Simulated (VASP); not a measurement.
**ZrSe (relaxed from the CsCl type structure, space group Pm-3m): computed properties**

Computed with PBEsol GGA, VASP's PBE PAW potentials (set 64) (plane waves; VASP).

- space group: Pm-3m (221)
- cell: a = b = c = 3.316 Å, α = β = γ = 90.00°
- volume per atom: 18.23 Å³/atom
- band gap (over mesh and band path): none (metal, semimetal or under 0.01 eV)
- density: 7.75 g/cm³

```cif
data_SeZr
_chemical_formula_sum 'Zr1 Se1'
_space_group_name_H-M_alt 'P 1'
_space_group_IT_number 1
_cell_length_a 3.31593
_cell_length_b 3.31593
_cell_length_c 3.31593
_cell_angle_alpha 90.000
_cell_angle_beta 90.000
_cell_angle_gamma 90.000
loop_
_space_group_symop_operation_xyz
  'x, y, z'
loop_
_atom_site_label
_atom_site_type_symbol
_atom_site_fract_x
_atom_site_fract_y
_atom_site_fract_z
_atom_site_occupancy
Zr1 Zr 0.00000 0.00000 0.00000 1
Se1 Se 0.50000 0.50000 0.50000 1
```

The structure was generated: ZrSe was put into the CsCl type type (Pm-3m), which need not be its known phase. It was relaxed first, which changed the volume by -35 %. Symmetry was kept, so distortions that lower it aren't found.
